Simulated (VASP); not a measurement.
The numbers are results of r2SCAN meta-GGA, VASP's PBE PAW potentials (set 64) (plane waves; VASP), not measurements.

VASP ran on this input.

File KPOINTS:
```
K-points
0
gamma
11 11 6
0 0 0
```

**INCAR**
```
EDIFF = 1E-6
PREC = Accurate
ENCUT = 400
SYSTEM = Sc
LASPH = .TRUE.   # aspherical one-centre terms
LCHARG = .FALSE.
LMAXMIX = 4
ALGO = Normal   # blocked Davidson
EDIFFG = -0.01   # ionic stop
NELM = 100   # most electronic steps
LREAL = .FALSE.   # projection in real space or not
METAGGA = R2SCAN
ISMEAR = 1
SIGMA = 0.1   # width (eV)
IBRION = 2   # conjugate gradients
NSW = 60
ISIF = 3   # ions, shape and volume
LMIXTAU = .TRUE.
LWAVE = .FALSE.
```

**POSCAR**
```
Sc
1
    1.6550000000    -2.8665440000     0.0000000000
    1.6550000000     2.8665440000     0.0000000000
    0.0000000000     0.0000000000     5.2700000000
Sc
2
Direct
  0.3333330000   0.6666670000   0.2500000000
  0.6666670000   0.3333330000   0.7500000000
```

POTCAR, in this order: Sc_sv (PBE.64 set). Program: vasp_std.

What VASP printed:

**OUTCAR**
```
 ion  position               nearest neighbor table
   1  0.333  0.667  0.250-   2 3.26   2 3.26   2 3.26   2 3.26   2 3.26   2 3.26
   2  0.667  0.333  0.750-   1 3.26   1 3.26   1 3.26   1 3.26   1 3.26   1 3.26
  LATTYP: Found a hexagonal cell.
 ALAT       =     3.3099999251
 C/A-ratio  =     1.5921450511
 Subroutine PRICEL returns:
 Original cell was already a primitive cell.
 Subroutine GETGRP returns: Found 24 space group operations
The static configuration has the point symmetry D_3d.
 The point group associated with its full space group is D_6h.
The dynamic configuration has the point symmetry D_3d.
 Subroutine INISYM returns: Found 24 space group operations
 Subroutine IBZKPT returns following result:
 Found     64 irreducible k-points:

 Following reciprocal coordinates:
            Coordinates               Weight
  0.000000  0.000000  0.000000      1.000000
  0.090909  0.000000  0.000000      6.000000
  0.181818  0.000000  0.000000      6.000000
  0.272727  0.000000  0.000000      6.000000
  0.363636  0.000000  0.000000      6.000000
  0.454545  0.000000  0.000000      6.000000
  0.090909  0.090909  0.000000      6.000000
  0.181818  0.090909  0.000000     12.000000
  0.272727  0.090909  0.000000     12.000000
  0.363636  0.090909  0.000000     12.000000
  0.454545  0.090909  0.000000      6.000000
  0.181818  0.181818  0.000000      6.000000
  0.272727  0.181818  0.000000     12.000000
  0.363636  0.181818  0.000000     12.000000
  0.272727  0.272727  0.000000      6.000000
  0.363636  0.272727  0.000000      6.000000
  0.000000  0.000000  0.166667      2.000000
  0.090909  0.000000  0.166667     12.000000
  0.181818  0.000000  0.166667     12.000000
  0.272727  0.000000  0.166667     12.000000
  0.363636  0.000000  0.166667     12.000000
  0.454545  0.000000  0.166667     12.000000
...
```

File OSZICAR:
```
...
DAV:  19    -0.227057237389E+02   -0.33169E-04   -0.89927E-06  2760   0.412E-02    0.730E-02
DAV:  20    -0.227057652781E+02   -0.41539E-04   -0.12812E-05  2424   0.420E-02    0.819E-02
DAV:  21    -0.227056572257E+02    0.10805E-03   -0.53193E-05  2382   0.861E-02    0.743E-02
DAV:  22    -0.227056498975E+02    0.73282E-05   -0.20048E-06  1352   0.234E-02    0.756E-02
DAV:  23    -0.227056496428E+02    0.25473E-06   -0.40568E-07  1072   0.168E-02
   1 F= -.22705650E+02 E0= -.22705696E+02  d E =-.227056E+02
       N       E                     dE             d eps       ncg     rms          rms(c)
DAV:   1    -0.228082070397E+02   -0.10256E+00   -0.36565E+00  2439   0.362E+01    0.218E+00
DAV:   2    -0.227135443443E+02    0.94663E-01   -0.25190E-01  2393   0.746E+00    0.727E-01
DAV:   3    -0.227049553375E+02    0.85890E-02   -0.49985E-02  2901   0.292E+00    0.288E-01
DAV:   4    -0.227067021990E+02   -0.17469E-02   -0.86285E-03  2129   0.102E+00    0.759E-02
DAV:   5    -0.227044764432E+02    0.22258E-02   -0.76475E-03  2130   0.107E+00    0.497E-02
DAV:   6    -0.227047267695E+02   -0.25033E-03   -0.22171E-03  2417   0.621E-01    0.264E-02
DAV:   7    -0.227047062777E+02    0.20492E-04   -0.27750E-04  2410   0.206E-01    0.358E-03
DAV:   8    -0.227047097282E+02   -0.34504E-05   -0.69741E-06  1936   0.413E-02    0.160E-03
DAV:   9    -0.227047078114E+02    0.19167E-05   -0.11007E-06  1359   0.220E-02    0.117E-03
DAV:  10    -0.227047084175E+02   -0.60611E-06   -0.14589E-06  1128   0.219E-02
   2 F= -.22704708E+02 E0= -.22704816E+02  d E =0.941225E-03
       N       E                     dE             d eps       ncg     rms          rms(c)
DAV:   1    -0.227488990087E+02   -0.44191E-01   -0.15342E+00  2453   0.233E+01    0.140E+00
DAV:   2    -0.227092722051E+02    0.39627E-01   -0.11282E-01  2405   0.498E+00    0.454E-01
DAV:   3    -0.227068115041E+02    0.24607E-02   -0.20321E-02  2901   0.184E+00    0.172E-01
DAV:   4    -0.227053640153E+02    0.14475E-02   -0.54589E-03  1920   0.823E-01    0.428E-02
DAV:   5    -0.227064430127E+02   -0.10790E-02   -0.47989E-03  1976   0.819E-01    0.338E-02
DAV:   6    -0.227062662940E+02    0.17672E-03   -0.61744E-04  2537   0.344E-01    0.925E-03
DAV:   7    -0.227063343734E+02   -0.68079E-04   -0.78106E-05  2340   0.111E-01    0.424E-03
DAV:   8    -0.227063125417E+02    0.21832E-04   -0.88413E-06  2375   0.453E-02    0.112E-03
DAV:   9    -0.227063153570E+02   -0.28153E-05   -0.43111E-07  1030   0.110E-02    0.715E-04
DAV:  10    -0.227063120672E+02    0.32898E-05   -0.31546E-07   988   0.106E-02    0.916E-04
DAV:  11    -0.227063130334E+02   -0.96615E-06   -0.59764E-08   981   0.622E-03
   3 F= -.22706313E+02 E0= -.22706355E+02  d E =-.663391E-03
       N       E                     dE             d eps       ncg     rms          rms(c)
DAV:   1    -0.227114121274E+02   -0.51001E-02   -0.84743E-01  1990   0.198E+01    0.574E-01
DAV:   2    -0.227103459870E+02    0.10661E-02   -0.63406E-02  2922   0.401E+00    0.368E-01
DAV:   3    -0.227086394443E+02    0.17065E-02   -0.51652E-03  2931   0.149E+00    0.495E-02
DAV:   4    -0.227086843929E+02   -0.44949E-04   -0.16148E-03  2635   0.573E-01    0.201E-02
DAV:   5    -0.227083783311E+02    0.30606E-03   -0.26843E-04  2039   0.205E-01    0.129E-02
DAV:   6    -0.227084490111E+02   -0.70680E-04   -0.36795E-05  2186   0.919E-02    0.593E-03
DAV:   7    -0.227083756633E+02    0.73348E-04   -0.33515E-05  2039   0.833E-02    0.231E-03
DAV:   8    -0.227083986925E+02   -0.23029E-04   -0.42385E-06  1681   0.326E-02    0.858E-04
DAV:   9    -0.227083886835E+02    0.10009E-04   -0.57106E-07  1023   0.145E-02    0.490E-04
DAV:  10    -0.227084006134E+02   -0.11930E-04   -0.37834E-07   960   0.120E-02    0.328E-04
DAV:  11    -0.227083990306E+02    0.15828E-05   -0.10752E-07   960   0.829E-03    0.187E-04
DAV:  12    -0.227083990501E+02   -0.19458E-07   -0.52155E-08   960   0.435E-03
   4 F= -.22708399E+02 E0= -.22708456E+02  d E =-.208602E-02
       N       E                     dE             d eps       ncg     rms          rms(c)
DAV:   1    -0.227126432925E+02   -0.42443E-02   -0.10640E+00  2011   0.222E+01    0.644E-01
DAV:   2    -0.227113400761E+02    0.13032E-02   -0.79610E-02  2901   0.448E+00    0.414E-01
DAV:   3    -0.227091750231E+02    0.21651E-02   -0.64935E-03  2898   0.169E+00    0.543E-02
DAV:   4    -0.227091997507E+02   -0.24728E-04   -0.20865E-03  2667   0.660E-01    0.209E-02
DAV:   5    -0.227088244110E+02    0.37534E-03   -0.34966E-04  2046   0.234E-01    0.136E-02
DAV:   6    -0.227088942537E+02   -0.69843E-04   -0.43545E-05  2297   0.101E-01    0.636E-03
DAV:   7    -0.227088224078E+02    0.71846E-04   -0.33111E-05  2033   0.830E-02    0.256E-03
DAV:   8    -0.227088521166E+02   -0.29709E-04   -0.59929E-06  1683   0.392E-02    0.885E-04
DAV:   9    -0.227088406500E+02    0.11467E-04   -0.69845E-07  1037   0.164E-02    0.429E-04
DAV:  10    -0.227088516638E+02   -0.11014E-04   -0.34028E-07   960   0.112E-02    0.235E-04
DAV:  11    -0.227088499385E+02    0.17254E-05   -0.98760E-08   960   0.819E-03    0.192E-04
DAV:  12    -0.227088493066E+02    0.63189E-06   -0.42265E-08   960   0.396E-03
   5 F= -.22708849E+02 E0= -.22709118E+02  d E =-.253627E-02
       N       E                     dE             d eps       ncg     rms          rms(c)
DAV:   1    -0.227093551460E+02   -0.50521E-03   -0.10944E-01  2004   0.711E+00    0.207E-01
DAV:   2    -0.227091856292E+02    0.16952E-03   -0.82776E-03  2936   0.143E+00    0.134E-01
DAV:   3    -0.227090814715E+02    0.10416E-03   -0.69083E-04  2906   0.545E-01    0.172E-02
DAV:   4    -0.227089297482E+02    0.15172E-03   -0.21606E-04  2642   0.217E-01    0.670E-03
DAV:   5    -0.227089672019E+02   -0.37454E-04   -0.33804E-05  2047   0.730E-02    0.439E-03
DAV:   6    -0.227089447380E+02    0.22464E-04   -0.42641E-06  1527   0.324E-02    0.199E-03
DAV:   7    -0.227089679320E+02   -0.23194E-04   -0.35361E-06  1450   0.304E-02    0.913E-04
DAV:   8    -0.227089557067E+02    0.12225E-04   -0.64072E-07   995   0.159E-02    0.363E-04
DAV:   9    -0.227089566626E+02   -0.95592E-06   -0.10458E-07   960   0.654E-03
   6 F= -.22708957E+02 E0= -.22709148E+02  d E =-.264363E-02
       N       E                     dE             d eps       ncg     rms          rms(c)
DAV:   1    -0.227089647039E+02   -0.89972E-05   -0.16054E-03  2004   0.862E-01    0.251E-02
DAV:   2    -0.227089630907E+02    0.16132E-05   -0.12161E-04  2971   0.175E-01    0.161E-02
DAV:   3    -0.227089516350E+02    0.11456E-04   -0.99827E-06  2874   0.654E-02    0.211E-03
DAV:   4    -0.227089619496E+02   -0.10315E-04   -0.28022E-06  1401   0.253E-02    0.813E-04
DAV:   5    -0.227089563523E+02    0.55973E-05   -0.58451E-07   960   0.133E-02    0.553E-04
DAV:   6    -0.227089583175E+02   -0.19651E-05   -0.11440E-07   960   0.854E-03    0.300E-04
DAV:   7    -0.227089575758E+02    0.74165E-06   -0.44813E-08   960   0.487E-03
   7 F= -.22708958E+02 E0= -.22709158E+02  d E =-.264454E-02
       N       E                     dE             d eps       ncg     rms          rms(c)
DAV:   1    -0.227122635635E+02   -0.33052E-02   -0.10182E-01  2432   0.535E+00    0.384E-01
DAV:   2    -0.227092769012E+02    0.29867E-02   -0.83439E-03  2442   0.134E+00    0.119E-01
DAV:   3    -0.227090772712E+02    0.19963E-03   -0.13927E-03  2835   0.472E-01    0.448E-02
DAV:   4    -0.227089830878E+02    0.94183E-04   -0.32635E-04  2070   0.213E-01    0.129E-02
DAV:   5    -0.227090488142E+02   -0.65726E-04   -0.35573E-04  1976   0.224E-01    0.100E-02
DAV:   6    -0.227090268966E+02    0.21918E-04   -0.46620E-05  2348   0.945E-02    0.151E-03
DAV:   7    -0.227090324924E+02   -0.55958E-05   -0.13991E-06  1191   0.174E-02    0.972E-04
DAV:   8    -0.227090296411E+02    0.28513E-05   -0.22525E-07   960   0.111E-02    0.375E-04
DAV:   9    -0.227090299476E+02   -0.30648E-06   -0.56433E-08   960   0.532E-03
   8 F= -.22709030E+02 E0= -.22709187E+02  d E =-.723718E-04
```

**OUTCAR**
```
------------------------ aborting loop because EDIFF is reached ----------------------------------------
  FORCE on cell =-STRESS in cart. coord.  units (eV):
  Direction    XX          YY          ZZ          XY          YZ          ZX
  --------------------------------------------------------------------------------------
  Total       -0.0099001     -0.0099001     -0.0156505      0.0000000      0.0000000      0.0000000
  in kB       -0.3180413     -0.3180413     -0.5027723      0.0000000      0.0000000      0.0000000
  external PRESSURE =      -0.3796183 kB  Pullay stress =       0.0000000 kB
  volume of cell :       49.87
      direct lattice vectors                 reciprocal lattice vectors
     1.665946463 -2.885503828 -0.000000000     0.300129693 -0.173279964  0.000000000
     1.665946463  2.885503828  0.000000000     0.300129693  0.173279964  0.000000000
    -0.000000000 -0.000000000  5.187467241    -0.000000000 -0.000000000  0.192772302
 POSITION                                       TOTAL-FORCE (eV/Angst)
 -----------------------------------------------------------------------------------
      1.66595      0.96184      1.29687         0.000000     -0.000000      0.000000
      1.66595     -0.96184      3.89060        -0.000000      0.000000     -0.000000
 -----------------------------------------------------------------------------------
    total drift:                                0.000000      0.000692     -0.000014
  FREE ENERGIE OF THE ION-ELECTRON SYSTEM (eV)
  ---------------------------------------------------
  free  energy   TOTEN  =       -22.7090299476 eV

  energy  without entropy=      -22.7094997580  energy(sigma->0) =      -22.70918655

 reached required accuracy - stopping structural energy minimisation
```
(Selected blocks of OUTCAR.)

### CONTCAR
```
Sc
   1.00000000000000
     1.6659464630565031   -2.8855038284624381   -0.0000000000000000
     1.6659464630565031    2.8855038284624381    0.0000000000000000
    -0.0000000000000000   -0.0000000000000000    5.1874672410358533
  Sc
     2
Direct
     0.3333330000000032    0.6666669999999968    0.2500000000000000
     0.6666669999999968    0.3333330000000032    0.7500000000000000
```

The compound is Sc in the hcp structure. This run relaxes it. Symmetry was kept, so distortions that lower it aren't found.
